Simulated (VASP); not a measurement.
An input for Quantum ESPRESSO's pw.x (written as the equivalent of a VASP run, and not itself run):

```
&CONTROL
  calculation = 'scf'
  pseudo_dir = './pseudo'
  outdir = './out'
  tprnfor = .true.
  tstress = .true.
/
&SYSTEM
  ibrav = 0
  nat = 4
  ntyp = 2
  ecutwfc = 86
  occupations = 'tetrahedra'
  input_dft = 'pbe'
/
&ELECTRONS
  conv_thr = 7.3e-09
  electron_maxstep = 100
/
ATOMIC_SPECIES
  Ru 101.070 Ru.upf
  Se 78.971 Se.upf
CELL_PARAMETERS angstrom
     3.7410417    0.0000000    0.0000000
    -1.8705209    3.2398373    0.0000000
     0.0000000    0.0000000    6.8344312
ATOMIC_POSITIONS crystal
  Ru   0.3333330  0.6666670  0.0082450
  Ru   0.6666670  0.3333330  0.5082450
  Se   0.3333330  0.6666670  0.3667550
  Se   0.6666670  0.3333330  0.8667550
K_POINTS automatic
  11 11 5 0 0 0
```

### Question
Translate this input to VASP (INCAR, KPOINTS, POSCAR, choice of POTCAR).

### Answer
One answer among several that fit: 
### KPOINTS
```
Regular mesh
0
G
11 11 5
```

POSCAR:
```
RuSe
1
    3.7410417143     0.0000000000     0.0000000000
   -1.8705208572     3.2398372644     0.0000000000
    0.0000000000     0.0000000000     6.8344311884
Ru Se
2 2
Direct
  0.3333330000   0.6666670000   0.0082449618
  0.6666670000   0.3333330000   0.5082449618
  0.3333330000   0.6666670000   0.3667550382
  0.6666670000   0.3333330000   0.8667550382
```

### INCAR
```
SYSTEM=RuSe
PREC=Accurate; ENCUT=400; LREAL=.FALSE.
LASPH=.TRUE.
EDIFF=1E-7; NELM=100; ALGO=Normal
LMAXMIX=4
ISMEAR=-5
GGA=PE
ISIF=2
LWAVE=.FALSE.; LCHARG=.TRUE.; LORBIT=11
NEDOS=601
LEFG=.TRUE.
```

POTCAR, in this order: Ru_pv Se (PBE.64 set). Program: vasp_std.

The two are equivalent in intent, not identical: the potentials are each code's own (VASP's PAW set, PseudoDojo norm-conserving files in pw.x), so ENCUT and ecutwfc are chosen apart and not converted; conv_thr bounds pw.x's estimated SCF error, while EDIFF bounds the energy change between steps; the field gradients of LEFG aren't asked of the other code.

The structure was generated: RuSe was put into the wurtzite type (P6_3mc), which need not be its known phase. It was relaxed first, which changed the volume by -29 %.
